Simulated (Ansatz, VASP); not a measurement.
# One calculation of SrTl, two programs

Contents of INCAR:

```
ALGO = Normal
EDIFF = 1E-8
ENCUT = 520
GGA = CA
ISIF = 2
ISMEAR = -1
LASPH = T
LCHARG = F
LEFG = T
LREAL = F
LWAVE = F
NBANDS = 18
NELM = 60
PREC = Accurate
SIGMA = 0.05
```

Contents of KPOINTS:

```
k-points
0
Gamma
  9 9 9
```

File POSCAR:

```
SrTl
1.0
    3.8486115898      0.0000000000      0.0000000000
    0.0000000000      3.8486115898      0.0000000000
    0.0000000000      0.0000000000      3.8486115898
Sr Tl
1 1
Direct
    0.0000000000      0.0000000000      0.0000000000
    0.5000000000      0.5000000000      0.5000000000
```

Input for Ansatz:

```yaml
crystal:
  lattice:
    - [3.8486115898, 0.0, 0.0]
    - [0.0, 3.8486115898, 0.0]
    - [0.0, 0.0, 3.8486115898]
  atoms:
    - { symbol: Sr, position: [0.0, 0.0, 0.0] }
    - { symbol: Tl, position: [0.5, 0.5, 0.5] }
kpoints:
  mp_grid: { grid: [9, 9, 9] }
  band_path:
    path:
      - [0.0, 0.0, 0.0]
      - [0.0, 0.5, 0.0]
      - [0.5, 0.5, 0.0]
      - [0.0, 0.0, 0.0]
      - [0.5, 0.5, 0.5]
      - [0.0, 0.5, 0.0]
      - [0.5, 0.5, 0.5]
      - [0.5, 0.5, 0.0]
    npoints: 6
scf:
  occupations: { method: fermi_dirac, width: 0.05 }
hamiltonian:
  xc: lda
  pseudopotentials: { kind: paw }
output:
  forces: true
  stress: true
  eigenvalues: true
  efg: { contact_densities: true }
  populations: true
```

Change from the starting cell: volume scaled by 0.85, PAW files.

Alike in both runs: task electric field gradients; functional LDA; k mesh 9 × 9 × 9; occupations fermi-dirac, width 0.05 eV; no spin polarisation.

|  | VASP | Ansatz |
| --- | --- | --- |
| version | VASP 6.6.1 | Ansatz 0.2.0 |
| potentials or method | VASP PAW LDA potentials, release 64 (Sr_sv, Tl_d) | PAW with Ansatz's default frozen-core files, scalar-relativistic |
| plane-wave cutoff (eV) | 520 | 420 |
| valence electrons in the cell | 23 | 23 |

```csv
,VASP,Ansatz,Ansatz less VASP
pressure (GPa),3.5,3.3,-0.18
Vzz of the field gradient on the site that differs most (V/Å²),0.0,0.0,0.00
```

Ansatz warned: «gradients_without_spin_orbit».

Spin-orbit coupling is left out, which matters for the levels of Tl.
